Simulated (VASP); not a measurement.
The system is AlN.

```
Al N
1.0
     3.11300    0.00000    0.00000
    -1.55650    2.69594    0.00000
     0.00000    0.00000    4.98100
Al N
2 2
Direct
  0.33333 0.66667 0.00000
  0.66667 0.33333 0.50000
  0.33333 0.66667 0.38000
  0.66667 0.33333 0.88000
```

| Item | Value |
| --- | --- |
| Program | VASP 6.6.1 |
| Task | relaxation of cell and atoms |
| Functional | PBE |
| Potentials or basis | VASP PAW PBE potentials, release 64 (Al, N) |
| Cutoff | 520 eV |
| k mesh | 12 × 12 × 6 |
| Occupations | gaussian, width 1 eV |
| Spin | no spin polarisation |

At the start: pressure 3.5 GPa; volume 10.45 Å³/atom.

Problem. How do energy, volume and symmetry change on relaxing?

Solution. Over 8 steps the energy falls by 2.2 meV/atom and the volume is 10.63 Å³/atom (+1.7 %); space group P6_3mc (No. 186, to 0.05 Å).

Step by step:
```csv
step,energy change (eV),largest force (eV/Å),pressure (GPa),volume (Å³)
1,0.0000,0.1289,3.47,41.80
2,-0.0018,0.0914,-2.90,43.19
3,-0.0088,0.0039,0.00,42.52
4,-0.0088,0.0061,0.07,42.51
5,-0.0088,0.0065,0.05,42.51
6,-0.0088,0.0068,0.04,42.51
7,-0.0088,0.0016,-0.03,42.53
8,-0.0088,0.0007,0.00,42.52
```

Final structure:
```xyz
4
Lattice="3.1286 0.0000 0.0000 -1.5643 2.7094 0.0000 0.0000 0.0000 5.0164" Properties=species:S:1:pos:R:3 pbc="T T T"
Al    0.0000    1.8063    5.0127
Al    1.5643    0.9031    2.5045
N     0.0000    1.8063    1.9100
N     1.5643    0.9031    4.4182
```
